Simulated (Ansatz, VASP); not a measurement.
# One calculation of NaLaMnMoO6, two programs

```
Na La Mn Mo O
1.0
    -2.72294    2.72294    3.89889
     2.72294   -2.72294    3.89889
     2.72294    2.72294   -3.89889
Na La Mn Mo O
1 1 1 1 6
Cartesian
  2.7339 0.0314 1.9160
  -0.0375 2.7070 1.9694
  -0.0298 0.0056 3.8807
  0.0151 -0.0032 0.0288
  1.6203 1.1249 -0.0109
  1.5737 -1.1148 3.9195
  1.0913 1.5794 3.9072
  1.0982 3.8415 -0.0374
  0.0112 0.0081 1.9803
  0.0422 0.0166 5.8333
```

Change from the starting cell: atoms moved at random, drawn with an rms of 0.05 Å.

Alike in both runs: task single point; functional PBE; k mesh 7 × 7 × 7; occupations fermi-dirac, width 0.05 eV; collinear spin, ferromagnetic start.

|  | VASP | Ansatz |
| --- | --- | --- |
| version | VASP 6.6.1 | Ansatz 0.2.0 |
| potentials or method | VASP PAW PBE potentials, release 64 (Na_pv, La, Mn_pv, Mo_sv, O) | Ansatz PAW |
| plane-wave cutoff (eV) | 520 | 420 |
| valence electrons in the cell | 81 | 85 |

Ansatz gave:

```
gap on the k mesh at the Fermi level (eV)                     : none
pressure (GPa)                                                : 0.2
largest component of the traceless stress (GPa)               : 0.66
rms of the force components (eV/Å)                            : 0.287
net moment per atom (μB)                                      : 0.19
size of the moment on the site where the two differ most (μB) : 2.18
```

**Question.** Which values does VASP return?

**Answer.** gap on the k mesh at the Fermi level (eV): none; pressure (GPa): 0.5; largest component of the traceless stress (GPa): 0.68; rms of the force components (eV/Å): 0.295; net moment per atom (μB): 0.19; size of the moment on the site where the two differ most (μB): 2.47.

Site moments also hang on the region over which each program counts them. Atom by atom the forces differ by 0.024 eV/Å (rms over components). A gap of «none» marks a metal or a gap that the smearing closes. The two sets of potentials don't hold the same shells in valence.

Caveats: a cell with one magnetic atom can't hold antiferromagnetic order, which such compounds often take; semilocal functionals often make such compounds metallic where correlation or magnetic order opens a gap, which also shifts bond lengths; the pressure holds a Pulay correction of +0.6 GPa for the finite cutoff (Ansatz); the starting moments weren't kept (Ansatz). Spin-orbit coupling is left out, which matters for the levels of La.
